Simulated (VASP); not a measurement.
Given:

```xyz
2
Lattice="1.3650 -2.3642 0.0000 1.3650 2.3642 0.0000 0.0000 0.0000 4.3186" Properties=species:S:1:pos:R:3 pbc="T T T"
Os     1.3650     0.7881     1.0796
Os     1.3650    -0.7881     3.2389
```

Calculation: PBE GGA, VASP's PBE PAW potentials (set 64) (plane waves; VASP). Run with 500 eV cut-off, 15×15×9 Γ-centred mesh, first-order Methfessel-Paxton smearing of 0.10 eV, potentials Os.

Energy and stress use the plane-wave basis of the starting cell.

Problem. The ions, cell shape and volume at an external pressure of 20.0 GPa are relaxed. Give the cell that the relaxation ends in.

Solution. 
```xyz
2
Lattice="1.3554 -2.3476 0.0000 1.3554 2.3476 0.0000 0.0000 0.0000 4.2909" Properties=species:S:1:pos:R:3 pbc="T T T"
Os     1.3554     0.7825     1.0727
Os     1.3554    -0.7825     3.2182
```
Space group P6_3/mmc (194), at a tolerance of 0.03 Å.

Problem. How do energy and volume change from the first to the last step?

Solution. The energy (σ→0) changes by +26.3 meV/atom and the volume by -2.0 %, in 7 ionic steps.

```
step  E(σ→0) (eV)  max force (eV/Å)  pressure (GPa)  volume (Å³)
----  -----------  ----------------  --------------  -----------
1        -22.4827             0.000           10.10        27.87
2        -21.5508             0.000           88.59        24.54
3        -22.4330             0.000           19.47        27.33
4        -22.4300             0.000           19.92        27.31
5        -22.4286             0.000           20.14        27.29
6        -22.4335             0.000           19.35        27.33
7        -22.4301             0.000           19.91        27.31
```

The compound is Os in the hcp structure. This run relaxes it under an external pressure of 20 GPa. Symmetry was kept, so distortions that lower it aren't found.
